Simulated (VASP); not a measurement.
# Sn2GeO2 (P6/mmm) in VASP: further runs

One crystal, Sn2GeO2, is run at these levels: PBE; tasks: relaxation of cell and atoms.

All numbers are computed with VASP 6.6.1; they aren't measurements. Logs are shortened: lines on timing, memory, paths and dates and some standing lists are left out, and cuts for length are marked.

## (1) The crystal as given

It takes space group P6/mmm (No. 191, hexagonal). Conventional cell: a = 4.752 Å, b = 4.752 Å, c = 5.377 Å, α = 90.00°, β = 90.00°, γ = 120.00°. Around Sn (site symmetry -6m2) lie 2 O at 2.69 Å and 3 Sn at 2.74 Å. Ge (site symmetry 6/mmm) is surrounded by 6 O at 2.74 Å. O (site symmetry -6m2) is surrounded by 2 Sn at 2.69 Å and 3 O at 2.74 Å and 3 Ge at 2.74 Å.

The cell was built by a generator and needn't be a form met in nature.

## (2) Relaxation of cell and atoms, PBE

INCAR

```
SYSTEM = Sn2GeO2
PREC = Normal
ENCUT = 520
EDIFF = 1E-4
ISMEAR = 0
SIGMA = 0.15
LREAL = .False.
LASPH = .True.
NELM = 60
ALGO = Fast
ISIF = 3
LWAVE = .False.
LCHARG = .False.
GGA = PE
IBRION = 2
NSW = 24
EDIFFG = -0.08
KPAR = 2
```

KPOINTS

```
regular mesh
0
Gamma
  4 4 3
  0 0 0
```

POSCAR

```
Sn2GeO2
1.0
    4.7519033700      0.0000000000      0.0000000000
   -2.3759516900      4.1152690400      0.0000000000
    0.0000000000      0.0000000000      5.3773208500
Sn Ge O
2 1 2
Direct
    0.3333333300      0.6666666700      0.5000000000
    0.6666666700      0.3333333300      0.5000000000
    0.0000000000      0.0000000000      0.0000000000
    0.3333333300      0.6666666700      0.0000000000
    0.6666666700      0.3333333300      0.0000000000
```

Potentials or basis: VASP PAW PBE potentials, release 64 (Sn_d, Ge_d, O).

Command:

```bash
$ cat potpaw_PBE.64/Sn_d/POTCAR potpaw_PBE.64/Ge_d/POTCAR potpaw_PBE.64/O/POTCAR > POTCAR
$ mpirun -np 2 vasp_std > vasp.out
```

OUTCAR:

```text
SYSTEM = Sn2GeO2
   PREC = Normal
   ENCUT = 520
   EDIFF = 1E-4
   ISMEAR = 0
   LREAL = .False.
   LASPH = .True.
   NELM = 60
   ISIF = 3
   GGA = PE
   IBRION = 2
   NSW = 24
   EDIFFG = -0.08

 ion  position               nearest neighbor table
   1  0.333  0.667  0.500-   4 2.69   4 2.69   2 2.74   2 2.74   2 2.74
   2  0.667  0.333  0.500-   5 2.69   5 2.69   1 2.74   1 2.74   1 2.74
   3  0.000  0.000  0.000-
   4  0.333  0.667  0.000-   1 2.69   1 2.69
   5  0.667  0.333  0.000-   2 2.69   2 2.69

  LATTYP: Found a hexagonal cell.
 ALAT       =     4.7519033700
 C/A-ratio  =     1.1316140989

  Lattice vectors:

 A1 = (   4.7519033700,   0.0000000000,   0.0000000000)
 A2 = (  -2.3759516900,   4.1152690400,   0.0000000000)
 A3 = (   0.0000000000,   0.0000000000,   5.3773208500)

Analysis of symmetry for initial positions (statically):
=====================================================================
 Subroutine PRICEL returns:
 Original cell was already a primitive cell.

 Routine SETGRP: Setting up the symmetry group for a
 hexagonal supercell.

 Subroutine GETGRP returns: Found 24 space group operations
 (whereof 24 operations were pure point group operations)
 out of a pool of 24 trial point group operations.

The static configuration has the point symmetry D_6h.

Analysis of symmetry for dynamics (positions and initial velocities):
=====================================================================
 Subroutine PRICEL returns:
 Original cell was already a primitive cell.

 Routine SETGRP: Setting up the symmetry group for a
 hexagonal supercell.

 Subroutine GETGRP returns: Found 24 space group operations
 (whereof 24 operations were pure point group operations)
 out of a pool of 24 trial point group operations.

The dynamic configuration has the point symmetry D_6h.

 Subroutine INISYM returns: Found 24 space group operations
 (whereof 24 operations are pure point group operations),
 and found     1 'primitive' translations

----------------------------------------------------------------------------------------

                                     Primitive cell

  volume of cell :     105.1554

  direct lattice vectors                    reciprocal lattice vectors
     4.751903370  0.000000000  0.000000000     0.210441990  0.121498739  0.000000000
    -2.375951690  4.115269040  0.000000000     0.000000000  0.242997478  0.000000000
     0.000000000  0.000000000  5.377320850     0.000000000  0.000000000  0.185966214

  length of vectors
     4.751903370  4.751903377  5.377320850     0.242997479  0.242997478  0.185966214

  position of ions in fractional coordinates (direct lattice)
     0.333333330  0.666666670  0.500000000
     0.666666670  0.333333330  0.500000000
     0.000000000  0.000000000  0.000000000
     0.333333330  0.666666670  0.000000000
     0.666666670  0.333333330  0.000000000

  ion indices of the primitive-cell ions
   primitive index   ion index
                 1           1
                 2           2
                 3           3
                 4           4
                 5           5

----------------------------------------------------------------------------------------

 KPOINTS: regular mesh

Automatic generation of k-mesh.
 Grid dimensions read from file:
 generate k-points for:    4    4    3

 Generating k-lattice:

  Cartesian coordinates                     Fractional coordinates (reciprocal lattice)
     0.052610497  0.030374685  0.000000000     0.250000000 -0.000000000  0.000000000
     0.000000000  0.060749370  0.000000000     0.000000000  0.250000000  0.000000000
     0.000000000  0.000000000  0.061988738     0.000000000  0.000000000  0.333333333

  Length of vectors
     0.060749370  0.060749370  0.061988738

  Shift w.r.t. Gamma in fractional coordinates (k-lattice)
     0.000000000  0.000000000  0.000000000

 Subroutine IBZKPT returns following result:
 ===========================================

 Found      8 irreducible k-points:

 Following reciprocal coordinates:
            Coordinates               Weight
  0.000000  0.000000  0.000000      1.000000
  0.250000 -0.000000  0.000000      6.000000
  0.500000 -0.000000  0.000000      3.000000
  0.250000  0.250000  0.000000      6.000000
  0.000000  0.000000  0.333333      2.000000
  0.250000 -0.000000  0.333333     12.000000
  0.500000 -0.000000  0.333333      6.000000
  0.250000  0.250000  0.333333     12.000000
   k-points           NKPTS =      8   k-points in BZ     NKDIM =      8   number of bands    NBANDS=     32
   number of dos      NEDOS =    301   number of ions     NIONS =      5
   total plane-waves  NPLWV =  23520
   dimension x,y,z NGX =    28 NGY =   28 NGZ =   30
   dimension x,y,z NGXF=    56 NGYF=   56 NGZF=   60
   ions per type =               2   1   2
   NGX,Y,Z   is equivalent  to a cutoff of   9.80,  9.80,  9.27 a.u.
   NGXF,Y,Z  is equivalent  to a cutoff of  19.59, 19.59, 18.55 a.u.
 SYSTEM =  Sn2GeO2
   PREC   = normal    normal or accurate (medium, high low for compatibility)
   ISTART =      0    job   : 0-new  1-cont  2-samecut
   ICHARG =      2    charge: 1-file 2-atom 10-const
   ISPIN  =      1    spin polarized calculation?
   LNONCOLLINEAR =      F non collinear calculations
   LSORBIT =      F    spin-orbit coupling
   LASPH  =      T    aspherical Exc in radial PAW
   ENCUT  =  520.0 eV  38.22 Ry    6.18 a.u.   8.84  8.84 10.00*2*pi/ulx,y,z
   NELM   =     60;   NELMIN=  2; NELMDL= -5     # of ELM steps
   EDIFF  = 0.1E-03   stopping-criterion for ELM
   LREAL  =      F    real-space projection
   EDIFFG = -.8E-01   stopping-criterion for IOM
   NSW    =     24    number of steps for IOM
   IBRION =      2    ionic relax: 0-MD 1-quasi-New 2-CG
   NFREE  =      1    steps in history (QN), initial steepest desc. (CG)
   ISIF   =      3    stress and relaxation
   ISYM   =      2    0-nonsym 1-usesym 2-fastsym
   POTIM  = 0.5000    time-step for ionic-motion
   TEBEG  =    0.0;   TEEND  =   0.0 temperature during run
   PSTRESS=    0.0 pullay stress
   NELECT =      54.0000    total number of electrons
   NUPDOWN=      -1.0000    fix difference up-down
   EMIN   =  10.00;   EMAX   =-10.00  energy-range for DOS
   EFERMI =   0.00;   METHOD = LEGACY
   ISMEAR =     0;   SIGMA  =   0.15  broadening in eV -4-tet -1-fermi 0-gaus
   EFERMI_NEDOS =   21; number of points for ismear=-14 and -15
   IALGO  =     68    algorithm
   IMIX   =      4    mixing-type and parameters
     AMIX     =   0.40;   BMIX     =  1.00
     AMIX_MAG =   1.60;   BMIX_MAG =  1.00
  volume/ion in A,a.u.               =      21.03       141.92
  Fermi-wavevector in a.u.,A,eV,Ry     =   1.310978  2.477390 23.383843  1.718664
  Thomas-Fermi vector in A             =   2.441471
   LORBIT       =      0    0 simple, 1 ext, 2 COOP (PROOUT), +10 PAW based schemes
   GGA     = PE    functional components
   LHFCALC =     F    Hartree Fock is set to
   AEXX    =    0.0000 exact exchange contribution
   IVDW    =     0    specifies the selected vdW correction
   LEPSILON=     F    determine dielectric tensor
   LRPA    =     F    only Hartree local field effects (RPA)
 conjugate gradient relaxation of ions
 non-spin polarized calculation
 RMM-DIIS sequential band-by-band and
 Gauss-broadening in eV      SIGMA  =   0.15
  energy-cutoff  :      520.00
  volume of cell :      105.16
 maximum number of plane-waves:      2869
   NGX = 17   NGY = 17   NGZ = 19

--------------------------------------- Ionic step        1  -------------------------------------------

 number of electron      54.0000102 magnetization

 Free energy of the ion-electron system (eV)
  ---------------------------------------------------
  ext. energy  EPLUGINS =         0.00000000
  ---------------------------------------------------
  free energy    TOTEN  =       -21.18546865 eV

  energy without entropy =      -21.12156730  energy(sigma->0) =      -21.15351798

 E-fermi :   4.5441     XC(G=0):  -9.8408

 val. band max:        4.5416460666   @ k =   0.2500   0.2500   0.0000
 cond. band min:       4.5576811499   @ k =   0.2500   0.2500   0.3333
 fundamental gap:      0.0160350834
 Fermi energy:         4.5441062813

 k-point     1 :       0.0000    0.0000    0.0000
  band No.  band energies     occupation
      1     -20.4266      2.00000
      2     -20.4122      2.00000
      3     -20.4122      2.00000
      4     -20.3483      2.00000
      5     -20.3483      2.00000
      6     -17.0408      2.00000
[... 24 lines left out ...]
     31       7.2697      0.00000
     32       8.7187      0.00000
[... 538 lines left out ...]
 POSITION                                       TOTAL-FORCE (eV/Angst)
 -----------------------------------------------------------------------------------
     -0.00000      2.86583      2.18411        -0.000000      0.000000     -0.000000
      2.48188      1.43291      2.18411         0.000000     -0.000000      0.000000
      0.00000      0.00000      0.00000        -0.000000      0.000000     -0.000000
     -0.00000      2.86583     -0.00000         0.000000     -0.000000     -0.000000
      2.48188      1.43291      4.36822         0.000000      0.000000      0.000000
 -----------------------------------------------------------------------------------
    total drift:                                0.000000      0.000000     -0.000000

  FREE ENERGIE OF THE ION-ELECTRON SYSTEM (eV)
  ---------------------------------------------------
  free  energy   TOTEN  =       -23.2974605437 eV

  energy  without entropy=      -23.2606163967  energy(sigma->0) =      -23.27903847

--------------------------------------- Ionic step        9  -------------------------------------------

 number of electron      53.9999980 magnetization

 Free energy of the ion-electron system (eV)
  ---------------------------------------------------
  ext. energy  EPLUGINS =         0.00000000
  ---------------------------------------------------
  free energy    TOTEN  =       -23.31776265 eV

  energy without entropy =      -23.28292721  energy(sigma->0) =      -23.30034493

 E-fermi :   6.3000     XC(G=0): -10.5390

 val. band max:        6.2968065961   @ k =   0.2500  -0.0000   0.3333
 cond. band min:       6.3996068895   @ k =   0.5000  -0.0000   0.3333
 fundamental gap:      0.1028002934
 Fermi energy:         6.3000190534

 k-point     1 :       0.0000    0.0000    0.0000
  band No.  band energies     occupation
      1     -19.4558      2.00000
      2     -19.4558      2.00000
      3     -19.4458      2.00000
      4     -19.4457      2.00000
      5     -19.4338      2.00000
      6     -15.1788      2.00000
[... 24 lines left out ...]
     31       7.8917      0.00000
     32      12.0406      0.00000
[... 256 lines left out ...]
 VOLUME and BASIS-vectors are now :
 -----------------------------------------------------------------------------
  energy-cutoff  :      520.00
  volume of cell :       90.89
      direct lattice vectors                 reciprocal lattice vectors
     4.931883753 -0.000000000  0.000000000     0.202762281  0.117064858  0.000000000
    -2.465941882  4.271136625 -0.000000000     0.000000000  0.234129715  0.000000000
    -0.000000000 -0.000000000  4.314747647     0.000000000  0.000000000  0.231763264

 POSITION                                       TOTAL-FORCE (eV/Angst)
 -----------------------------------------------------------------------------------
     -0.00000      2.84742      2.15737         0.000000     -0.000000      0.000000
      2.46594      1.42371      2.15737        -0.000000      0.000000     -0.000000
      0.00000      0.00000      0.00000         0.000000      0.000000      0.000000
     -0.00000      2.84742     -0.00000         0.000000     -0.000000     -0.000000
      2.46594      1.42371     -0.00000        -0.000000      0.000000      0.000000
 -----------------------------------------------------------------------------------
    total drift:                                0.000000      0.000000     -0.000000

  FREE ENERGIE OF THE ION-ELECTRON SYSTEM (eV)
  ---------------------------------------------------
  free  energy   TOTEN  =       -23.3177626549 eV

  energy  without entropy=      -23.2829272119  energy(sigma->0) =      -23.30034493

 reached required accuracy - stopping structural energy minimisation
```

Run time: 42 s. Hardware: 2 MPI ranks of AMD EPYC 9R45 (Zen 5), shared host; peak memory 0.15 GiB.

Results:

```yaml
Free_energy: -23.3178 eV
Relaxed_volume: 18.18 Å³/atom
Relaxed_cell: a = 4.932 Å, b = 4.932 Å, c = 4.315 Å, α = 90.00°, β = 90.00°, γ = 120.00°
Space_group_after_relaxing_to_0.05_Å: P6/mmm (No. 191)
Energy_gained_by_relaxing: 426.5 meV/atom
Ionic_steps: 9
Pressure_after_relaxing: 0.0 GPa
Band_gap_on_the_k_mesh: none (metal or under the smearing width)
```

The path:
```tsv
step	energy change (eV)	largest force (eV/Å)	pressure (GPa)	volume (Å³)
1	0.0000	0.0000	-7.55	105.16
2	-1.6504	0.0000	-2.28	90.23
3	-1.9517	0.0000	6.28	83.07
4	-1.9612	0.0000	4.25	84.45
5	-1.9627	0.0000	4.67	84.04
6	-2.1073	0.0000	2.89	88.39
7	-2.1074	0.0000	2.71	88.38
8	-2.1120	0.0000	-2.38	93.21
9	-2.1323	0.0000	0.03	90.89
```

Final structure:
```cif
data_structure
_symmetry_space_group_name_H-M 'P 1'
_symmetry_Int_Tables_number 1
_cell_length_a 4.9319
_cell_length_b 4.9319
_cell_length_c 4.3147
_cell_angle_alpha 90.000
_cell_angle_beta 90.000
_cell_angle_gamma 120.000
_cell_volume 90.89
loop_
_atom_site_label
_atom_site_type_symbol
_atom_site_fract_x
_atom_site_fract_y
_atom_site_fract_z
_atom_site_occupancy
Sn1 Sn 0.33333 0.66667 0.50000 1
Sn2 Sn 0.66667 0.33333 0.50000 1
Ge1 Ge 0.00000 0.00000 0.00000 1
O1 O 0.33333 0.66667 0.00000 1
O2 O 0.66667 0.33333 0.00000 1
```

Caveat: the k mesh is coarse (spacing up to 0.39 Å⁻¹), so the values aren't converged; the relaxation stopped at a loose force limit of 0.08 eV/Å, so its end isn't a converged minimum.

(Continued in part 2 of 3.)
